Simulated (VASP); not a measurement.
These are r2SCAN meta-GGA, VASP's PBE PAW potentials (set 64) (plane waves; VASP) values and carry that method's errors.

VASP input:

KPOINTS:
```
K-points
0
Gamma
8 8 7
0 0 0
```

### INCAR
```
# general
SYSTEM  = ErSi2
PREC    = Accurate
ENCUT   = 400
LREAL   = .FALSE.
LASPH   = .TRUE.

# electronic loop
EDIFF   = 1E-6
NELM    = 100
ALGO    = Normal
LMAXMIX = 6
LMIXTAU = .TRUE.

# smearing
ISMEAR  = 1
SIGMA   = 0.1

# functional
METAGGA = R2SCAN

# ions
IBRION  = 2
NSW     = 60
ISIF    = 3
EDIFFG  = -0.02

# output
LWAVE   = .FALSE.
LCHARG  = .FALSE.
```

File POSCAR:
```
ErSi2
1
    4.0184968765    -0.0000000212    -0.0000000000
   -2.0092479726     3.4801197838     0.0000000000
    0.0000000000    -0.0000000000     3.9071687735
Er Si
1 2
Direct
  0.0000000000   0.0000000000   1.0000000000
  0.3333330000   0.6666670000   0.5000000000
  0.6666670000   0.3333330000   0.5000000000
```

POTCAR, in this order: Er_3 Si (PBE.64 set). Program: vasp_std.

Output of the run:

**OUTCAR**
```
 ion  position               nearest neighbor table
   1  0.000  0.000  0.000-   2 3.03   3 3.03   2 3.03   3 3.03   2 3.03   2 3.03   3 3.03   3 3.03
                             3 3.03   3 3.03   2 3.03   2 3.03
   2  0.333  0.667  0.500-   3 2.32   3 2.32   3 2.32   1 3.03   1 3.03   1 3.03   1 3.03   1 3.03
                             1 3.03
   3  0.667  0.333  0.500-   2 2.32   2 2.32   2 2.32   1 3.03   1 3.03   1 3.03   1 3.03   1 3.03
                             1 3.03
  LATTYP: Found a hexagonal cell.
 ALAT       =     4.0184968765
 C/A-ratio  =     0.9722960832
 Subroutine PRICEL returns:
 Original cell was already a primitive cell.
 Subroutine GETGRP returns: Found 24 space group operations
The static configuration has the point symmetry D_6h.
The dynamic configuration has the point symmetry D_6h.
 Subroutine INISYM returns: Found 24 space group operations
 Subroutine IBZKPT returns following result:
 Found     40 irreducible k-points:

 Following reciprocal coordinates:
            Coordinates               Weight
  0.000000  0.000000  0.000000      1.000000
  0.125000  0.000000  0.000000      6.000000
  0.250000  0.000000  0.000000      6.000000
  0.375000  0.000000  0.000000      6.000000
  0.500000  0.000000  0.000000      3.000000
  0.125000  0.125000  0.000000      6.000000
  0.250000  0.125000  0.000000     12.000000
  0.375000  0.125000  0.000000     12.000000
  0.250000  0.250000  0.000000      6.000000
  0.375000  0.250000  0.000000      6.000000
  0.000000  0.000000  0.142857      2.000000
  0.125000  0.000000  0.142857     12.000000
  0.250000  0.000000  0.142857     12.000000
  0.375000  0.000000  0.142857     12.000000
  0.500000  0.000000  0.142857      6.000000
  0.125000  0.125000  0.142857     12.000000
  0.250000  0.125000  0.142857     24.000000
  0.375000  0.125000  0.142857     24.000000
  0.250000  0.250000  0.142857     12.000000
...
```

### OSZICAR
```
       N       E                     dE             d eps       ncg     rms          rms(c)
DAV:   1    -0.584625125872E+01   -0.58463E+01   -0.67171E+03  1504   0.110E+03
DAV:   2    -0.528662448105E+02   -0.47020E+02   -0.44655E+02  1612   0.315E+02
DAV:   3    -0.547196144425E+02   -0.18534E+01   -0.17170E+01  1464   0.394E+01
DAV:   4    -0.548122487007E+02   -0.92634E-01   -0.75640E-01  1548   0.461E+00
DAV:   5    -0.548143131062E+02   -0.20644E-02   -0.20568E-02  1400   0.724E-01    0.250E+01
DAV:   6    -0.529123602654E+02    0.19020E+01   -0.74364E-01  1576   0.158E+01    0.140E+01
DAV:   7    -0.528649890129E+02    0.47371E-01   -0.30426E-01  1600   0.996E+00    0.121E+00
DAV:   8    -0.528770444374E+02   -0.12055E-01   -0.32748E-01  1388   0.558E+00    0.148E+00
DAV:   9    -0.529353817374E+02   -0.58337E-01   -0.41353E-02  1468   0.210E+00    0.336E-01
DAV:  10    -0.529595826107E+02   -0.24201E-01   -0.31776E-02  1544   0.167E+00    0.261E-01
DAV:  11    -0.529557682532E+02    0.38144E-02   -0.59870E-03  1280   0.769E-01    0.309E-01
DAV:  12    -0.529596516887E+02   -0.38834E-02   -0.47089E-03  1384   0.677E-01    0.439E-02
DAV:  13    -0.529597003765E+02   -0.48688E-04   -0.26959E-04  1804   0.146E-01    0.455E-02
DAV:  14    -0.529596943041E+02    0.60724E-05   -0.58047E-05  1584   0.706E-02    0.217E-02
DAV:  15    -0.529597145751E+02   -0.20271E-04   -0.38584E-05  1364   0.623E-02    0.151E-02
DAV:  16    -0.529597213630E+02   -0.67879E-05   -0.15769E-06   940   0.151E-02    0.114E-02
DAV:  17    -0.529597230512E+02   -0.16882E-05   -0.12781E-06   788   0.323E-02    0.120E-02
DAV:  18    -0.529597181036E+02    0.49476E-05   -0.15054E-06   896   0.154E-02    0.303E-03
DAV:  19    -0.529597179720E+02    0.13159E-06   -0.29648E-07   676   0.165E-02
   1 F= -.52959718E+02 E0= -.52960007E+02  d E =-.529597E+02
       N       E                     dE             d eps       ncg     rms          rms(c)
DAV:   1    -0.529693707638E+02   -0.96527E-02   -0.27014E-01  1484   0.829E+00    0.930E-01
DAV:   2    -0.529632621226E+02    0.61086E-02   -0.14163E-02  1520   0.197E+00    0.394E-01
DAV:   3    -0.529606421218E+02    0.26200E-02   -0.80724E-03  1584   0.178E+00    0.224E-01
DAV:   4    -0.529606174663E+02    0.24655E-04   -0.24368E-04  1516   0.191E-01    0.170E-01
DAV:   5    -0.529605096794E+02    0.10779E-03   -0.42713E-04  1492   0.131E-01    0.287E-02
DAV:   6    -0.529605182749E+02   -0.85955E-05   -0.24194E-04  1332   0.149E-01    0.168E-02
DAV:   7    -0.529605729572E+02   -0.54682E-04   -0.74914E-05  1408   0.806E-02    0.714E-03
DAV:   8    -0.529605778949E+02   -0.49377E-05   -0.79688E-06  1364   0.285E-02    0.244E-03
DAV:   9    -0.529605757374E+02    0.21575E-05   -0.39460E-06  1268   0.223E-02    0.165E-03
DAV:  10    -0.529605783753E+02   -0.26379E-05   -0.63355E-07   740   0.101E-02    0.127E-03
DAV:  11    -0.529605784427E+02   -0.67438E-07   -0.85923E-08   628   0.122E-02
   2 F= -.52960578E+02 E0= -.52960189E+02  d E =-.860471E-03
       N       E                     dE             d eps       ncg     rms          rms(c)
DAV:   1    -0.529633214105E+02   -0.27430E-02   -0.56350E-02  1464   0.394E+00    0.420E-01
DAV:   2    -0.529621662684E+02    0.11551E-02   -0.28799E-03  1500   0.881E-01    0.178E-01
DAV:   3    -0.529617182849E+02    0.44798E-03   -0.16011E-03  1592   0.794E-01    0.992E-02
DAV:   4    -0.529617180623E+02    0.22264E-06   -0.50322E-05  1536   0.903E-02    0.748E-02
DAV:   5    -0.529616884349E+02    0.29627E-04   -0.89321E-05  1492   0.613E-02    0.112E-02
DAV:   6    -0.529616926780E+02   -0.42431E-05   -0.49139E-05  1336   0.671E-02    0.700E-03
DAV:   7    -0.529616998836E+02   -0.72057E-05   -0.12739E-05  1424   0.330E-02    0.316E-03
DAV:   8    -0.529617001066E+02   -0.22299E-06   -0.11270E-06   768   0.116E-02
   3 F= -.52961700E+02 E0= -.52961702E+02  d E =-.198213E-02
       N       E                     dE             d eps       ncg     rms          rms(c)
DAV:   1    -0.529617213520E+02   -0.21468E-04   -0.45396E-04  1496   0.355E-01    0.372E-02
DAV:   2    -0.529617050310E+02    0.16321E-04   -0.23251E-05  1536   0.803E-02    0.159E-02
DAV:   3    -0.529616949339E+02    0.10097E-04   -0.13061E-05  1568   0.722E-02    0.934E-03
DAV:   4    -0.529616945849E+02    0.34899E-06   -0.27079E-07   624   0.847E-03
   4 F= -.52961695E+02 E0= -.52961663E+02  d E =-.197661E-02
       N       E                     dE             d eps       ncg     rms          rms(c)
DAV:   1    -0.529616965703E+02   -0.16364E-05   -0.37736E-05  1504   0.106E-01    0.118E-02
DAV:   2    -0.529616972170E+02   -0.64667E-06   -0.15642E-06   640   0.207E-02
   5 F= -.52961697E+02 E0= -.52961675E+02  d E =-.197924E-02
       N       E                     dE             d eps       ncg     rms          rms(c)
DAV:   1    -0.529616988897E+02   -0.23194E-05   -0.50294E-05  1296   0.131E-01    0.142E-02
DAV:   2    -0.529616992998E+02   -0.41009E-06   -0.36884E-06  1128   0.310E-02
   6 F= -.52961699E+02 E0= -.52961688E+02  d E =-.198133E-02
       N       E                     dE             d eps       ncg     rms          rms(c)
DAV:   1    -0.529618579781E+02   -0.15909E-03   -0.42784E-03  1420   0.843E-01    0.754E-02
DAV:   2    -0.529618302652E+02    0.27713E-04   -0.14801E-04  1456   0.110E-01    0.316E-02
DAV:   3    -0.529618279203E+02    0.23449E-05   -0.23220E-05  1580   0.500E-02    0.907E-03
DAV:   4    -0.529618267993E+02    0.11210E-05   -0.37753E-06  1176   0.238E-02    0.542E-03
DAV:   5    -0.529618278667E+02   -0.10674E-05   -0.17382E-06   908   0.189E-02    0.274E-03
DAV:   6    -0.529618244979E+02    0.33687E-05   -0.18235E-06   900   0.238E-02    0.138E-03
DAV:   7    -0.529618266232E+02   -0.21253E-05   -0.28482E-07   592   0.891E-03    0.449E-04
DAV:   8    -0.529618265229E+02    0.10035E-06   -0.70470E-08   564   0.874E-03
   7 F= -.52961827E+02 E0= -.52961757E+02  d E =-.127223E-03
```

File OUTCAR:
```
------------------------ aborting loop because EDIFF is reached ----------------------------------------
  FORCE on cell =-STRESS in cart. coord.  units (eV):
  Direction    XX          YY          ZZ          XY          YZ          ZX
  --------------------------------------------------------------------------------------
  Total        0.0283390      0.0283390     -0.0435696      0.0000000      0.0000000      0.0000000
  in kB        0.8231856      0.8231853     -1.2656010      0.0000001      0.0000000      0.0000000
  external PRESSURE =       0.1269233 kB  Pullay stress =       0.0000000 kB
  volume of cell :       55.16
      direct lattice vectors                 reciprocal lattice vectors
     4.037038886 -0.000000019  0.000000000     0.247706309  0.143013296  0.000000000
    -2.018518973  3.496177626  0.000000000     0.000000001  0.286026658 -0.000000000
    -0.000000000  0.000000000  3.907879872    -0.000000000 -0.000000000  0.255893229
 POSITION                                       TOTAL-FORCE (eV/Angst)
 -----------------------------------------------------------------------------------
      2.01852      3.49618      0.00000        -0.000000     -0.000000     -0.000000
     -0.00000      2.33079      1.95394         0.000000      0.000000     -0.000000
      2.01852      1.16539      1.95394        -0.000000     -0.000000      0.000000
 -----------------------------------------------------------------------------------
    total drift:                               -0.000000      0.000000      0.000000
  FREE ENERGIE OF THE ION-ELECTRON SYSTEM (eV)
  ---------------------------------------------------
  free  energy   TOTEN  =       -52.9618265229 eV

  energy  without entropy=      -52.9616191806  energy(sigma->0) =      -52.96175741

 reached required accuracy - stopping structural energy minimisation
```
(Selected blocks of OUTCAR.)

### CONTCAR
```
ErSi2
   1.00000000000000
     4.0370388861682729   -0.0000000189125876    0.0000000000000000
    -2.0185189732198783    3.4961776256606498    0.0000000000000000
    -0.0000000000000000    0.0000000000000000    3.9078798720842065
  Er              Si
     1     2
Direct
     1.0000000000000000    1.0000000000000000    0.0000000000000000
     0.3333330000000032    0.6666669999999968    0.5000000000000000
     0.6666669999999968    0.3333330000000032    0.5000000000000000
```

OUTCAR:
```
 val. band max:        7.2595760086   @ k =   0.3750   0.1250   0.0000

 cond. band min:       7.2801705823   @ k =   0.3750   0.2500   0.0000


 Fermi energy:         7.2697081575

 k-point     1 :       0.0000    0.0000    0.0000
  band No.  band energies     occupation
      1     -18.5553      2.00000
      2     -18.5553      2.00000
      3     -18.5545      2.00000
      4      -5.9502      2.00000
      5       3.4420      2.00000
      6       3.4421      2.00000
      7       4.7506      2.00000
      8       5.7519      2.00000
      9       6.1770      2.00000
     10       8.2194     -0.00000
     11       8.2195     -0.00000
     12      10.2780      0.00000

 k-point     2 :       0.1250    0.0000    0.0000
  band No.  band energies     occupation
      1     -18.5781      2.00000
      2     -18.5603      2.00000
      3     -18.5511      2.00000
      4      -5.7363      2.00000
      5       2.2833      2.00000
      6       3.3430      2.00000
      7       4.7044      2.00000
      8       5.7414      2.00000
      9       7.1085      2.04498
     10       8.2244     -0.00000
     11       8.4879     -0.00000
     12      10.0386      0.00000

 k-point     3 :       0.2500    0.0000    0.0000
  band No.  band energies     occupation
      1     -18.6323      2.00000
      2     -18.5724      2.00000
      3     -18.5430      2.00000
      4      -5.1163      2.00000
      5       0.5105      2.00000
      6       3.1263      2.00000
      7       4.6256      2.00000
      8       5.2256      2.00000
      9       7.6598     -0.00000
     10       9.2110     -0.00000
     11       9.4291      0.00000
     12       9.5749      0.00000

 k-point     4 :       0.3750    0.0000    0.0000
  band No.  band energies     occupation
      1     -18.6854      2.00000
      2     -18.5845      2.00000
      3     -18.5348      2.00000
      4      -4.1575      2.00000
      5      -1.1642      2.00000
      6       2.9339      2.00000
...
```

The 4f electrons are frozen in the core of the lanthanide potential, so 4f levels, which can set the real gap, and their magnetism are missing.

The structure was generated: ErSi2 was put into the AlB2 type (P6/mmm), which need not be its known phase. This run relaxes it. Symmetry was kept, so distortions that lower it aren't found. The start is the result of an earlier pass. The electron count is odd and the run is not spin-polarised, which forces a metal.
